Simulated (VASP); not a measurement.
Given:

```yaml
crystal:
  lattice:
    - [0.00000, 3.20607, 3.20607]
    - [3.20607, 0.00000, 3.20607]
    - [3.20607, 3.20607, 0.00000]
  atoms:
    - { symbol: Mg, position: [0.25000, 0.25000, 0.25000] }
    - { symbol: Mg, position: [0.75000, 0.75000, 0.75000] }
    - { symbol: Ge, position: [0.00000, 0.00000, 0.00000] }
```

Method: PBE GGA, VASP's PBE PAW potentials (set 64) (plane waves; VASP). Run with 520 eV cut-off, 7×7×7 Γ-centred mesh, tetrahedra with Blöchl corrections, potentials Mg Ge_d.

Q: Estimate the energy per atom (σ→0).

A: 
* **energy per atom (σ→0)**: -2.784 eV/atom

The absolute energy has meaning only against runs of the same code, potentials and settings.

The compound is Mg2Ge in the antifluorite structure. It was relaxed first.
